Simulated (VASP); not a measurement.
Here is the system:

```yaml
crystal:
  lattice:
    - [0.00000, 2.44000, 2.44000]
    - [2.44000, 0.00000, 2.44000]
    - [2.44000, 2.44000, 0.00000]
  atoms:
    - { symbol: Y, position: [0.00000, 0.00000, 0.00000] }
    - { symbol: N, position: [0.50000, 0.50000, 0.50000] }
```

Level of theory: PBE GGA, VASP's PBE PAW potentials (set 64) (plane waves; VASP). Settings: PREC = Normal, 500 eV cut-off, 6×6×6 Γ-centred mesh, Gaussian smearing of 0.010 eV, potentials Y_sv_GW N_GW_new.

Give the stress tensor in GPa (positive for a compressed cell).

```
2.26  0.00  0.00
0.00  2.26  0.00
0.00  0.00  2.26
```
The pressure is its mean diagonal, 2.26 GPa.

The compound is YN in the rock salt structure. The cell was not relaxed at this level.
